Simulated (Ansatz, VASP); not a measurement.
**H30C41O6 (amorphous poly(ether ketone) at 400 K) in two plane-wave programs**

Wanted: the spread between two codes on one cell, functional and k mesh. The cell is taken from a series of runs on this material, whose earlier steps may have relaxed, scaled, displaced or heated it; both programs get it as it stands.

Calculated with Ansatz 0.2.0; plane waves, with VASP 6.6.1 beside it; PBE with D3(BJ).

### 1. Set-up

The cell holds 154 atoms: 82 C, 12 O and 60 H. Cell: a = 12.148 Å, b = 12.148 Å, c = 12.148 Å, α = 90.0°, β = 90.0°, γ = 90.0°. As first built, before any earlier steps moved the atoms or strained the cell (in the runner's words): 2 poly(ether ketone) chains of 3 units placed at random, at 1.15 g/cm^3; overlaps pushed apart, then 20 ps at 800 K with MMFF94 bonds, angles, torsions, charges and radii (Halgren, J. Comput. Chem. 17, 490 (1996)) in harmonic and 12-6 forms; charges of ions scaled by 0.8. Snapshot after 30 ps at 400 K and fixed volume.

### 2. Ansatz: single point, PBE with D3(BJ)

Ansatz runs on its default PAW (the set named soft_2) files.

A single point takes one fixed geometry, so differences don't come from the geometry; what else differs is listed under the comparison.

input.yaml reads:

```yaml
crystal:
  lattice:
    - [12.14846, 0.0, 0.0]
    - [0.0, 12.14846, 0.0]
    - [0.0, 0.0, 12.14846]
  atoms:
    - { symbol: C, position: [0.23956, 0.40945, 0.2033] }
    - { symbol: C, position: [0.31041, 0.34439, 0.28122] }
    - { symbol: C, position: [0.40934, 0.29672, 0.24497] }
    - { symbol: C, position: [0.47708, 0.23926, 0.31698] }
    - { symbol: C, position: [0.44986, 0.23004, 0.42904] }
    - { symbol: C, position: [0.34979, 0.27503, 0.46543] }
    - { symbol: C, position: [0.28095, 0.33014, 0.39184] }
    - { symbol: C, position: [0.52934, 0.17277, 0.50368] }
    - { symbol: O, position: [0.58178, 0.09215, 0.46998] }
    - { symbol: C, position: [0.54913, 0.21802, 0.61563] }
    - { symbol: C, position: [0.52373, 0.32755, 0.64152] }
    - { symbol: C, position: [0.5491, 0.37255, 0.74355] }
    - { symbol: C, position: [0.59844, 0.30617, 0.82348] }
    - { symbol: C, position: [0.62483, 0.19619, 0.79976] }
    - { symbol: C, position: [0.60198, 0.15378, 0.69638] }
    - { symbol: O, position: [0.62885, 0.3434, 0.92599] }
    - { symbol: C, position: [0.60137, 0.44931, 0.95871] }
    - { symbol: C, position: [0.68738, 0.51784, 0.99151] }
    - { symbol: C, position: [0.66431, 0.62428, 0.02722] }
    - { symbol: C, position: [0.55524, 0.66212, 0.0326] }
    - { symbol: C, position: [0.46956, 0.5904, 0.00253] }
    - { symbol: C, position: [0.4918, 0.4847, 0.96496] }
    - { symbol: C, position: [0.52714, 0.77142, 0.0821] }
    - { symbol: O, position: [0.43806, 0.7841, 0.12947] }
    - { symbol: C, position: [0.6093, 0.86147, 0.07706] }
    - { symbol: C, position: [0.61787, 0.93545, 0.16572] }
    - { symbol: C, position: [0.69637, 0.01839, 0.16491] }
    - { symbol: C, position: [0.7656, 0.03027, 0.07328] }
    - { symbol: C, position: [0.75363, 0.96185, 0.98136] }
    - { symbol: C, position: [0.67733, 0.87675, 0.98494] }
[... 118 atom lines left out ...]
    - { symbol: H, position: [0.25111, 0.85516, 0.11093] }
    - { symbol: H, position: [0.94365, 0.71304, 0.22186] }
    - { symbol: H, position: [0.94347, 0.59077, 0.05807] }
    - { symbol: H, position: [0.18193, 0.99422, 0.22736] }
    - { symbol: H, position: [0.2606, 0.88816, 0.29445] }
    - { symbol: H, position: [0.1617, 0.9673, 0.37087] }
kpoints:
  mp_grid: { grid: [1, 1, 1] }
hamiltonian:
  xc: pbe
  dispersion: d3bj
scf:
  occupations: { method: gaussian, width: 0.025 }
output:
  forces: true
  stress: true
  populations: intrinsic
  dos:
    method: { smearing: { sigma: 0.1 } }
    de: 0.1
    projected: { site_lists: { C: [C], H: [H], O: [O] } }
  eigenvalues: true
  write_density: true
  write_potential: true
  volumetric_format: npy
  elf: true
```

Command:

```
> ansatz run input.yaml --threads 4 --pin off --max-ram 8192MiB --backend cpu --events-out ev --progress --plain --runs-dir out
```

Numbers of over 12 decimals in the logs are rounded to 6 here.

Output:

```text
Engine: ansatz 0.2.0, aarch64-unknown-linux-gnu
Pseudopotentials: kind: paw
Pseudopotential: C, paw, valence charge 4, recommended cutoff 420 eV (normal), C.paw.azcp
Pseudopotential: O, paw, valence charge 6, recommended cutoff 420 eV (normal), O.paw.azcp
Pseudopotential: H, paw, valence charge 1, recommended cutoff 420 eV (normal), H.paw.azcp
Functional definition: PBE
  parameter kappa = 0.804
  parameter beta = 0.066725
  exchange = pbe_x(kappa = kappa, mu = beta*pi^2/3)
  correlation = pbe_c(beta = beta)
Crystal: 154 atoms, lattice volume = 1792.931 Å³
Basis set: ecut = 420 eV, 35033 PW (Γ), exchange–correlation on 180×180×180 points (8 copies of the dense FFT grid, shifted against one another)
Bands: 384, of which v1, the nominal top of the filled ones, is band 230 counted from 1 (229 counted from 0)
Symmetry: 1 space group operations
Space group: P1 (ITA 1), of the structure as read, at distance tolerance 1.2e-4 Å
k-points: 1
Non-local potential: C, projectors of the file, l = 0: 2, l = 1: 2, l = 2: 1
Non-local potential: O, projectors of the file, l = 0: 2, l = 1: 2, l = 2: 1
Non-local potential: H, projectors of the file, l = 0: 2, l = 1: 1
PAW form: soft (Blöchl's): semilocal exchange-correlation on the pseudo side does not see the compensation charge
PAW one-centre angular grid: C, 110 points (default); XC on 64 Gauss nodes
PAW one-centre angular grid: O, 110 points (default); XC on 64 Gauss nodes
PAW one-centre angular grid: H, 110 points (default); XC on 64 Gauss nodes
Initial density: superposition of atomic densities (neutral atoms: chi_scale 0, normalization atom), corrected by the library's trained network
Initial wavefunctions: pseudopotential atomic-orbital guess
Functional: x = pbe(κ = 0.804, μ = 0.219515), c = pbe(β = 0.066725)
SCF iter   1: F=—  HF=-28337.536795 eV  |F-HF|=—  |Δ(HF+E_count)|=         —  Δρ=5.05e-3  dr2=5.72e-1  ethr=1.77e-3  ⟨swp⟩=6.0  Hψ=1757  notcnv=0  defer=57
preconditioner: auto → Resta (q_TF=auto, 2.175 Å⁻¹)  ε∞=2.5  [insulator: Δε(μ)=2.734 eV  Ē_g=14.979 eV  σ=0.025 eV  W_gap=1.00  n_scr=304 (ndim 8)  ℏωp=18.6 eV  f_vac=0.257  D(μ)=0.00/eV (n_scr^D=0)  ε∞_Penn≈2.5]
SCF iter   2: F=—  HF=-28337.436317 eV  |F-HF|=—  |Δ(HF+E_count)|=   1.00e-1  Δρ=2.17e-3  dr2=6.86e-2  ethr=1.24e-4  ⟨swp⟩=2.0  Hψ=667  notcnv=0  defer=148
SCF iter   3: F=—  HF=-28337.442476 eV  |F-HF|=—  |Δ(HF+E_count)|=   6.16e-3  Δρ=1.06e-3  dr2=1.98e-2  ethr=1.49e-5  ⟨swp⟩=2.0  Hψ=465  notcnv=0  defer=148
SCF iter   4: F=—  HF=-28337.445108 eV  |F-HF|=—  |Δ(HF+E_count)|=   2.63e-3  Δρ=5.60e-4  dr2=5.72e-3  ethr=4.29e-6  ⟨swp⟩=2.0  Hψ=466  notcnv=0  defer=148
SCF iter   5: F=—  HF=-28337.444574 eV  |F-HF|=—  |Δ(HF+E_count)|=   5.34e-4  Δρ=1.76e-4  dr2=7.02e-4  ethr=1.24e-6  ⟨swp⟩=2.0  Hψ=466  notcnv=0  defer=148
SCF iter   6: F=—  HF=-28337.444517 eV  |F-HF|=—  |Δ(HF+E_count)|=   5.74e-5  Δρ=8.39e-5  dr2=1.39e-4  ethr=1.53e-7  ⟨swp⟩=2.0  Hψ=462  notcnv=0  defer=148
SCF iter   7: F=—  HF=-28337.444518 eV  |F-HF|=—  |Δ(HF+E_count)|=   1.59e-6  Δρ=2.72e-5  dr2=1.67e-5  ethr=3.03e-8  ⟨swp⟩=2.0  Hψ=466  notcnv=0  defer=148
SCF iter   8: F=—  HF=-28337.447327 eV  |F-HF|=—  |Δ(HF+E_count)|=   2.81e-3  Δρ=1.07e-5  dr2=2.42e-6  ethr=3.62e-9  ⟨swp⟩=2.0  Hψ=466  notcnv=0  defer=148
SCF iter   9: F=—  HF=-28337.447326 eV  |F-HF|=—  |Δ(HF+E_count)|=   1.50e-7  Δρ=5.01e-6  dr2=4.84e-7  ethr=5.26e-10  ⟨swp⟩=2.0  Hψ=465  notcnv=0  defer=148
SCF iter  10: F=—  HF=-28337.447326 eV  |F-HF|=—  |Δ(HF+E_count)|=   2.50e-8  Δρ=2.79e-6  dr2=1.40e-7  ethr=2.17e-11  ⟨swp⟩=23.0  Hψ=3437  notcnv=0
SCF iter  11: F=-28337.447326 eV  HF=-28337.447326 eV  |F-HF|=7.17e-9  |Δ(HF+E_count)|=   1.98e-8  Δρ=7.67e-7  dr2=1.41e-8  ethr=2.17e-11  ⟨swp⟩=10.0  Hψ=2241  notcnv=0
SCF 1 converged in 11 iterations: F = -28337.447326 eV  dr2 = 1.41e-8
  greatest PAW one-centre occupation: 0.877 electrons in one spin orbital (limit 2), on the O atom at site 23 (counted from 0), in its partial waves of l = 0
[...]
atom 132  H      0.00033753     0.00320175    -0.00704131
  atom 133  H     -0.00235388    -0.00378698    -0.00282029
  atom 134  H      0.00019709    -0.00074368     0.00147292
  atom 135  H      0.00094184     0.00018766     0.00055219
  atom 136  H      0.00051385     0.00153042    -0.00020062
  atom 137  H      0.00080408    -0.00247270     0.00307290
  atom 138  H      0.00264794     0.00171500    -0.00086050
  atom 139  H      0.00258262     0.00197150    -0.00242428
  atom 140  H     -0.00547190     0.00288052    -0.01005742
  atom 141  H     -0.00237439     0.00184979    -0.00568865
  atom 142  H      0.00692023    -0.00188772     0.00328243
  atom 143  H      0.00029513    -0.00002099     0.00810662
  atom 144  H      0.00184789    -0.00586926    -0.00125373
  atom 145  H     -0.00006608    -0.00208686     0.00051569
  atom 146  H      0.00000611    -0.00178427     0.00083419
  atom 147  H     -0.00131324    -0.00361611     0.00137324
  atom 148  H     -0.00293878    -0.00208238     0.00019236
  atom 149  H     -0.00632254    -0.00604419    -0.00028940
  atom 150  H      0.00138144     0.00169982     0.00277816
  atom 151  H      0.00317694     0.00135269    -0.00065470
  atom 152  H      0.00295809    -0.00216108    -0.00270617
  atom 153  H      0.00487775    -0.00176835    -0.00077737
  atom 154  H     -0.00114145    -0.00138300     0.00134732
  max |Σ_I F_I| component: 1.97e-5 eV/Å
--- Stress (GPa, compression-positive) ---
       -0.405140       0.073619      -0.025075
        0.073618      -0.219858      -0.035895
       -0.025075      -0.035897      -0.304759
  P = ⅓ Tr σ = -0.3099 GPa (-3.099 kbar)
--- Band table (eV) ---
  k-point 0: bands = [... 226 lower, -0.1034, -0.0829, -0.0338, -0.0086, 2.5553, 2.6555, 2.6943, 2.8103, ... 150 higher]
--- intrinsic populations: 154 sites ---
  site symbol       q [e]
     0      C      4.5359
     1      C      3.9598
     2      C      4.1871
     3      C      4.1541
     4      C      4.0623
     5      C      4.1763
     6      C      4.1914
     7      C      3.6589
     8      O      6.4563
     9      C      4.0716
    10      C      4.1430
    11      C      4.2379
    12      C      3.7845
    13      C      4.2009
    14      C      4.1362
    15      O      6.2826
    16      C      3.7942
    17      C      4.1991
    18      C      4.1535
    19      C      4.0673
    20      C      4.1474
    21      C      4.2211
    22      C      3.6570
    23      O      6.4499
[...]
146      H      0.8157
   147      H      0.8180
   148      H      0.8040
   149      H      0.7964
   150      H      0.8153
   151      H      0.8218
   152      H      0.8180
   153      H      0.7948
  spilling = 0.000000 (of n_electrons = 460.000000)
```

The column dr2 measures how far the density is from self-consistency, as an energy; F and HF (Harris–Foulkes) agree once it is small.

### 3. VASP: single point, PBE with D3(BJ)

The same cell, functional, mesh and smearing now go to VASP, with its own data sets.

Lines of VASP's logs that name or quote its potential files are left out, and so is its time.

INCAR reads:

```
SYSTEM = H30C41O6
PREC = Accurate
ENCUT = 600
EDIFF = 1E-06
NELM = 120
ISMEAR = 0
SIGMA = 0.025
LREAL = Auto
ALGO = Normal
GGA = PE
IVDW = 12
NBANDS = 337
LORBIT = 11
LWAVE = .FALSE.
LCHARG = .FALSE.
ISIF = 2
LASPH = .TRUE.
GGA_COMPAT = .FALSE.
EFERMI = MIDGAP
```

POSCAR reads:

```
H30C41O6
1.0
   12.1484600000      0.0000000000      0.0000000000
    0.0000000000     12.1484600000      0.0000000000
    0.0000000000      0.0000000000     12.1484600000
C O H
82 12 60
Direct
    0.2395600000      0.4094500000      0.2033000000
    0.3104100000      0.3443900000      0.2812200000
    0.4093400000      0.2967200000      0.2449700000
    0.4770800000      0.2392600000      0.3169800000
    0.4498600000      0.2300400000      0.4290400000
    0.3497900000      0.2750300000      0.4654300000
    0.2809500000      0.3301400000      0.3918400000
    0.5293400000      0.1727700000      0.5036800000
    0.5491300000      0.2180200000      0.6156300000
    0.5237300000      0.3275500000      0.6415200000
    0.5491000000      0.3725500000      0.7435500000
    0.5984400000      0.3061700000      0.8234800000
    0.6248300000      0.1961900000      0.7997600000
    0.6019800000      0.1537800000      0.6963800000
    0.6013700000      0.4493100000      0.9587100000
    0.6873800000      0.5178400000      0.9915100000
    0.6643100000      0.6242800000      0.0272200000
    0.5552400000      0.6621200000      0.0326000000
    0.4695600000      0.5904000000      0.0025300000
    0.4918000000      0.4847000000      0.9649600000
    0.5271400000      0.7714200000      0.0821000000
    0.6093000000      0.8614700000      0.0770600000
    0.6178700000      0.9354500000      0.1657200000
    0.6963700000      0.0183900000      0.1649100000
    0.7656000000      0.0302700000      0.0732800000
    0.7536300000      0.9618500000      0.9813600000
    0.6773300000      0.8767500000      0.9849400000
    0.9302900000      0.1165300000      0.0086000000
    0.9917500000      0.0223700000      0.9837400000
    0.0784200000      0.0304700000      0.9094200000
[... 118 atom lines left out ...]
    0.2511100000      0.8551600000      0.1109300000
    0.9436500000      0.7130400000      0.2218600000
    0.9434700000      0.5907700000      0.0580700000
    0.1819300000      0.9942200000      0.2273600000
    0.2606000000      0.8881600000      0.2944500000
    0.1617000000      0.9673000000      0.3708700000
```

KPOINTS reads:

```
Automatic mesh
0
Gamma
1 1 1
0 0 0
```

The projector-augmented-wave data sets are C, O and H (PBE family, release 64).

Command:

```
> export OMP_NUM_THREADS=3
> mpirun -np 1 vasp_gam
```

Output:

```text
[banner, memory and clock lines left out]
running    1 mpi-ranks, on    1 nodes
[...]
Offloading initialized ...    1 GPUs detected
[...]
LDA part: xc-table for (Slater+PW92), standard interpolation
 POSCAR, INCAR and KPOINTS ok, starting setup
[...]
entering main loop
       N       E                     dE             d eps       ncg     rms          rms(c)
DAV:   1     0.361049480217E+04    0.36105E+04   -0.25882E+05   682   0.141E+03
DAV:   2    -0.691519013947E+03   -0.43020E+04   -0.40558E+04   827   0.312E+02
DAV:   3    -0.111408009783E+04   -0.42256E+03   -0.41745E+03   820   0.988E+01
DAV:   4    -0.112546981306E+04   -0.11390E+02   -0.11338E+02   844   0.181E+01
[...]
DAV:  18    -0.103705074016E+04    0.37439E-05   -0.21457E-05   820   0.121E-02    0.496E-03
DAV:  19    -0.103705073873E+04    0.14308E-05   -0.41830E-06   788   0.612E-03    0.225E-03
DAV:  20    -0.103705073850E+04    0.23636E-06   -0.16050E-06   548   0.339E-03
   1 F= -.10474254E+04 E0= -.10474254E+04  d E =0.000000E+00
```

OUTCAR, selected parts (step 3):

```text
  FREE ENERGIE OF THE ION-ELECTRON SYSTEM (eV)
  ---------------------------------------------------
  free  energy   TOTEN  =     -1047.4254297310 eV

  energy  without entropy=    -1047.4254297310  energy(sigma->0) =    -1047.42542973
```

The run ends at a pressure of -0.24 GPa, with forces up to 0.44 eV/Å.

### 4. Differences

Known differences besides the potentials themselves: the cutoff is 420 eV in Ansatz and 600 eV in VASP (PREC = Accurate, projectors in real space). Total energies have different zeros and are not compared.

Compared:

```csv
quantity,Ansatz,VASP,difference
pressure (GPa),-0.31,-0.24,-0.07
gap on the k mesh (eV),2.564,2.559,+0.004
```

Forces on 7 of the 154 atoms, those with the largest forces and the largest differences (eV/Å; atoms numbered as in POSCAR):

```csv
atom,"Ansatz x, y, z","VASP x, y, z"
C49,"0.005, 0.002, -0.019","0.074, -0.153, -0.390"
C62,"-0.001, -0.022, 0.018","-0.159, -0.324, 0.252"
O83,"-0.005, -0.006, 0.004","0.215, -0.344, -0.133"
O85,"0.001, 0.001, -0.002","-0.382, 0.053, 0.198"
O89,"0.000, -0.001, 0.009","-0.073, 0.165, 0.405"
O91,"0.005, 0.004, 0.006","0.174, 0.324, -0.238"
O93,"0.001, 0.006, 0.001","-0.208, -0.366, 0.038"
```

The forces differ by 72 meV/Å r.m.s., where the r.m.s. force is 0.007 eV/Å in Ansatz and 0.073 eV/Å in VASP: the atoms lie near their places of rest in Ansatz, so a percentage would say little (all taken over all components). A gap on the mesh is an upper bound, since the band edges may lie between its points.

### 5. Results

* r.m.s. force difference (single point, PBE with D3(BJ)): 72 meV/Å

The r.m.s. force difference is 72 meV/Å (single point, PBE with D3(BJ)), beyond the 12 meV/Å picked in this series as the mark of a large difference. What causes the difference of the single point, PBE with D3(BJ) pair stays open here. How closely two codes agree says nothing of how well the functional describes the real material.

[Lines on the potential files, build, host, timing and source positions are cut from VASP's logs without a mark.]

[Logs are printed without paths, hosts, clocks, repeated set-up lines and the standing remarks that a program may print on its own settings, such as how far it seeks lower states.]

[Hosts, paths, dates, database ids (printed as entryN), source tags and the programs' standing remarks are cut or masked in the printed files.]

[The MMFF94 radii named for the starting cell were scaled by 0.96; in molecules described by MMFF94, hydrogen bound to N, O or S took a small fixed 12-6 site in their place.]
